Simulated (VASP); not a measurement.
Given:

```
CELL_PARAMETERS angstrom
      0.00000     2.81146     2.81146
      2.81146     0.00000     2.81146
      2.81146     2.81146     0.00000
ATOMIC_POSITIONS crystal
  Ta 0.00000 0.00000 0.00000
  Te 0.50000 0.50000 0.50000
```

Level of theory: PBEsol GGA, VASP's PBE PAW potentials (set 64) (plane waves; VASP 6.6.1). Settings: 400 eV cut-off, Gaussian smearing of 0.050 eV, potentials Ta_pv Te.

Unless said otherwise, spin-orbit coupling is left out, though it shifts the bands of the heavy elements here.

Problem. Estimate the band gap (along the path) with the smallest direct gap where there is one.

Solution. 
| Property | Result |
|---|---|
| band gap (along the path) | none (metal, semimetal or under 0.01 eV) |

The absolute energy has meaning only against runs of the same code, potentials and settings.

The structure was generated: TaTe was put into the rock salt type (Fm-3m), which need not be its known phase. It was relaxed first, which changed the volume by -40 %. The electron count is odd and the run is not spin-polarised, which forces a metal. VASP warned that the highest band is occupied, so more bands are needed.
